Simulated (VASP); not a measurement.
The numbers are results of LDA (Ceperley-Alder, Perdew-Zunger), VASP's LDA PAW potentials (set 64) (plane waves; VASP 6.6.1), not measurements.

A VASP calculation is set up with these files.

INCAR:
```
ALGO=Normal
EDIFF=1E-7
ENCUT=400
ISIF=2
ISMEAR=-5
LASPH=.TRUE.
LCHARG=.TRUE.
LEFG=.TRUE.
LMAXMIX=4
LORBIT=11
LREAL=.FALSE.
LWAVE=.FALSE.
NEDOS=601
NELM=100
PREC=Accurate
SYSTEM=ZnS
```

File POSCAR:
```
ZnS
1
    1.8714451269    -3.2414380034     0.0000000000
    1.8714451269     3.2414380034     0.0000000000
    0.0000000000     0.0000000000     6.1318789867
Zn S
2 2
Direct
  0.6666670000   0.3333330000   0.5000851378
  0.3333330000   0.6666670000   0.0000851378
  0.6666670000   0.3333330000   0.8749148622
  0.3333330000   0.6666670000   0.3749148622
```

### KPOINTS
```
Automatic mesh
0
Gamma
8 8 4
0 0 0
```

POTCAR, in this order: Zn S (LDA.64 set). Program: vasp_std.

**Question.** What will the output report for the number of irreducible k-points (NKPTS), number of bands (NBANDS), largest plane-wave count, number of space-group operations, FFT grid (NGX, NGY, NGZ)?

**Answer.** 
```
Item                                          Result
--------------------------------------  ------------
number of irreducible k-points (NKPTS)            30
number of bands (NBANDS)                          22
largest plane-wave count                        1364
number of space-group operations                  12
FFT grid (NGX, NGY, NGZ)                24 × 24 × 40
```

The compound is ZnS in the wurtzite structure, the high-temperature form. It was relaxed first, which changed the volume by -6 %.
